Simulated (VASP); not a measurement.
Input of a VASP 6.6.1 run:

File INCAR:

```
PREC     = Normal         # precision mode
ENCUT    = 520            # plane-wave cutoff, eV
EDIFF    = 1E-4           # SCF threshold, eV
ISMEAR   = 0              # smearing method
SIGMA    = 0.15           # smearing width, eV
LREAL    = False          # projectors in reciprocal space
LASPH    = True           # aspherical terms in the spheres
NELM     = 60             # most SCF steps
ALGO     = Fast           # electronic algorithm
ISIF     = 3              # what is computed and relaxed
LWAVE    = False          # write WAVECAR
LCHARG   = False          # write CHGCAR
GGA      = PE             # functional
IBRION   = 2              # ionic algorithm
NSW      = 24             # ionic steps
EDIFFG   = -0.08          # ionic threshold
```

File KPOINTS:

```
Automatic mesh
0
Gamma
  4 4 2
```

File POSCAR:

```
Cd2CuO3
1.0
    4.2347968700      0.0000000000      0.0000000000
   -2.1173984300      3.6674416700      0.0000000000
    0.0000000000      0.0000000000      6.7544462100
Cd Cu O
2 1 3
Direct
    0.0000000000      0.0000000000      0.2057328500
    0.0000000000      0.0000000000      0.7942671500
    0.0000000000      0.0000000000      0.5000000000
    0.5000000000      0.0000000000      0.0000000000
    0.0000000000      0.5000000000      0.0000000000
    0.5000000000      0.5000000000      0.0000000000
```

Potentials or basis: VASP PAW PBE potentials, release 64 (Cd, Cu, O).

Launch:

```sh
$ cat potpaw_PBE.64/Cd/POTCAR potpaw_PBE.64/Cu/POTCAR potpaw_PBE.64/O/POTCAR > POTCAR
$ mpirun -np 1 vasp_std > vasp.out
```

Task: What does it give for the band gap on the k mesh?

Result: None (metal or under the smearing width).

Task: Predict the relaxed cell.

Result: a = 4.137 Å, b = 4.137 Å, c = 7.881 Å, α = 90.00°, β = 90.00°, γ = 120.00°.

The path:
```tsv
step	energy change (eV)	largest force (eV/Å)	pressure (GPa)	volume (Å³)
1	0.0000	8.9122	19.27	104.90
2	27.1790	4.2316	0.04	136.48
3	4.0235	2.3657	-0.62	129.64
4	-2.7559	2.3414	-1.02	126.83
5	-3.1464	0.8325	2.53	115.91
6	-3.1992	1.4839	1.14	119.21
7	-3.2098	1.3397	1.04	118.38
8	-3.2114	1.2712	1.37	118.06
9	-3.3302	0.2810	-1.63	120.94
10	-3.3308	0.2047	-1.75	121.11
11	-3.3611	0.1749	-0.28	118.14
12	-3.3652	0.1655	-0.23	117.26
13	-3.3668	0.1447	0.49	115.52
14	-3.3672	0.1725	0.82	115.83
15	-3.3670	0.1702	0.61	116.55
16	-3.3663	0.1868	0.32	116.90
17	-3.3665	0.1416	-0.26	116.82
18	-3.3669	0.1314	0.42	116.64
19	-3.3693	0.0167	-0.88	116.83
20	-3.3693	0.0734	-0.29	116.82
```

Caveat: the k mesh is coarse (spacing up to 0.47 Å⁻¹), so the values aren't converged; an odd number of electrons without spin polarisation forces a metal; a magnetic or distorted state may lie lower; the run has no spin polarisation, though such a crystal can be magnetic; semilocal functionals often make such compounds metallic where correlation or magnetic order opens a gap, which also shifts bond lengths; the relaxation stopped at a loose force limit of 0.08 eV/Å, so its end isn't a converged minimum. With open d or f shells a metallic result of PBE can be an artefact of self-interaction; +U or a hybrid may open a gap.
